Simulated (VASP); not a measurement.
All values below come from MS2 meta-GGA, VASP's PBE PAW potentials (set 64) (plane waves; VASP 6.6.1).

The input files of a VASP run:

INCAR:
```
ALGO = Normal
EDIFF = 1E-7
ENCUT = 520
ISIF = 2
ISMEAR = 0
LASPH = .TRUE.
LCHARG = .FALSE.
LMAXMIX = 4
LMIXTAU = .TRUE.
LREAL = .FALSE.
LWAVE = .FALSE.
METAGGA = MS2
NELM = 100
PREC = Accurate
SIGMA = 0.05
SYSTEM = CdS
```

KPOINTS:
```
Regular mesh
0
Gamma
8 8 8
```

POSCAR:
```
CdS
1
    0.0000000000     2.9116728825     2.9116728825
    2.9116728825     0.0000000000     2.9116728825
    2.9116728825     2.9116728825     0.0000000000
Cd S
1 1
Direct
  0.0000000000   0.0000000000   0.0000000000
  0.2500000000   0.2500000000   0.2500000000
```

POTCAR, in this order: Cd S (PBE.64 set). Program: vasp_std.

The run wrote:

**OSZICAR**
```
       N       E                     dE             d eps       ncg     rms          rms(c)
DAV:   1     0.962543448269E+02    0.96254E+02   -0.87443E+03   762   0.122E+03
DAV:   2    -0.186754389705E+02   -0.11493E+03   -0.10861E+03   829   0.288E+02
DAV:   3    -0.238030425537E+02   -0.51276E+01   -0.51099E+01   924   0.657E+01
DAV:   4    -0.238344595045E+02   -0.31417E-01   -0.31412E-01   809   0.535E+00
DAV:   5    -0.238348149130E+02   -0.35541E-03   -0.35540E-03   919   0.538E-01    0.157E+01
DAV:   6    -0.693570279911E+01    0.16899E+02   -0.30460E+01   754   0.101E+02    0.109E+01
DAV:   7    -0.802958108436E+01   -0.10939E+01   -0.14426E+00   784   0.159E+01    0.602E+00
DAV:   8    -0.743188589417E+01    0.59770E+00   -0.11920E+00   754   0.169E+01    0.181E+00
DAV:   9    -0.799649622965E+01   -0.56461E+00   -0.65812E-01   754   0.918E+00    0.841E-01
DAV:  10    -0.780855490216E+01    0.18794E+00   -0.26990E-01   754   0.622E+00    0.720E-01
DAV:  11    -0.781335333809E+01   -0.47984E-02   -0.19841E-02   789   0.200E+00    0.296E-01
DAV:  12    -0.781661072123E+01   -0.32574E-02   -0.21654E-03   789   0.636E-01    0.601E-02
DAV:  13    -0.781714725598E+01   -0.53653E-03   -0.62955E-04   769   0.303E-01    0.902E-02
DAV:  14    -0.781726241769E+01   -0.11516E-03   -0.33011E-04   774   0.260E-01    0.186E-02
DAV:  15    -0.781727033429E+01   -0.79166E-05   -0.15289E-05   839   0.503E-02    0.128E-02
DAV:  16    -0.781726283849E+01    0.74958E-05   -0.23995E-06   794   0.180E-02    0.569E-03
DAV:  17    -0.781726658360E+01   -0.37451E-05   -0.63759E-06   779   0.321E-02    0.502E-03
DAV:  18    -0.781726871678E+01   -0.21332E-05   -0.72502E-07   769   0.114E-02    0.294E-03
DAV:  19    -0.781726912548E+01   -0.40869E-06   -0.55647E-07   764   0.993E-03    0.310E-04
DAV:  20    -0.781726894201E+01    0.18346E-06   -0.33817E-08   397   0.284E-03    0.215E-04
DAV:  21    -0.781726907713E+01   -0.13512E-06   -0.61799E-09   392   0.102E-03    0.229E-04
DAV:  22    -0.781726905628E+01    0.20854E-07   -0.29048E-09   382   0.631E-04
   1 F= -.78172691E+01 E0= -.78172691E+01  d E =-.547002E-12
```

**OUTCAR**
```
------------------------ aborting loop because EDIFF is reached ----------------------------------------
  FORCE on cell =-STRESS in cart. coord.  units (eV):
  Direction    XX          YY          ZZ          XY          YZ          ZX
  --------------------------------------------------------------------------------------
  Total        0.6115837      0.6115837      0.6115837      0.0000000      0.0000000     -0.0000000
  in kB       19.8476353     19.8476353     19.8476353      0.0000000      0.0000000     -0.0000000
  external PRESSURE =      19.8476353 kB  Pullay stress =       0.0000000 kB
  volume of cell :       49.37
      direct lattice vectors                 reciprocal lattice vectors
     0.000000000  2.911672883  2.911672883    -0.171722587  0.171722587  0.171722587
     2.911672883  0.000000000  2.911672883     0.171722587 -0.171722587  0.171722587
     2.911672883  2.911672883  0.000000000     0.171722587  0.171722587 -0.171722587
  FREE ENERGIE OF THE ION-ELECTRON SYSTEM (eV)
  ---------------------------------------------------
  free  energy   TOTEN  =        -7.8172690563 eV

  energy  without entropy=       -7.8172690563  energy(sigma->0) =       -7.81726906
```
(Selected blocks of OUTCAR.)

File OUTCAR:
```
 val. band max:        1.1208250259   @ k =   0.0000   0.0000   0.0000

 cond. band min:       2.6172744827   @ k =   0.0000   0.0000   0.0000


 Fermi energy:         1.3417676591

 k-point     1 :       0.0000    0.0000    0.0000
  band No.  band energies     occupation
      1     -11.8725      2.00000
      2      -6.5635      2.00000
      3      -6.5635      2.00000
      4      -6.5634      2.00000
      5      -6.0442      2.00000
      6      -6.0442      2.00000
      7       1.1208      2.00000
      8       1.1208      2.00000
      9       1.1208      2.00000
     10       2.6173      0.00000
     11       8.0475      0.00000
     12       8.0475      0.00000
     13       8.0475      0.00000

 k-point     2 :       0.1250    0.0000    0.0000
  band No.  band energies     occupation
      1     -11.8118      2.00000
      2      -6.5395      2.00000
      3      -6.5394      2.00000
      4      -6.5088      2.00000
      5      -6.0452      2.00000
      6      -6.0452      2.00000
      7       0.1374      2.00000
      8       0.9961      2.00000
      9       0.9961      2.00000
     10       3.4229      0.00000
     11       7.7688      0.00000
     12       8.2527      0.00000
     13       8.2527      0.00000

 k-point     3 :       0.2500    0.0000    0.0000
  band No.  band energies     occupation
      1     -11.6637      2.00000
      2      -6.4872      2.00000
      3      -6.4871      2.00000
      4      -6.3123      2.00000
      5      -6.0395      2.00000
      6      -6.0395      2.00000
      7      -1.3594      2.00000
      8       0.7142      2.00000
      9       0.7142      2.00000
     10       4.2694      0.00000
     11       7.7305      0.00000
     12       8.5546      0.00000
     13       8.5546      0.00000

 k-point     4 :       0.3750    0.0000    0.0000
  band No.  band energies     occupation
      1     -11.5143      2.00000
      2      -6.4462      2.00000
      3      -6.4461      2.00000
...
```

The compound is CdS in the zinc blende structure, a metastable form; wurtzite is the usual one. This cell is one point of a volume scan, at 0.97 of the reference volume.
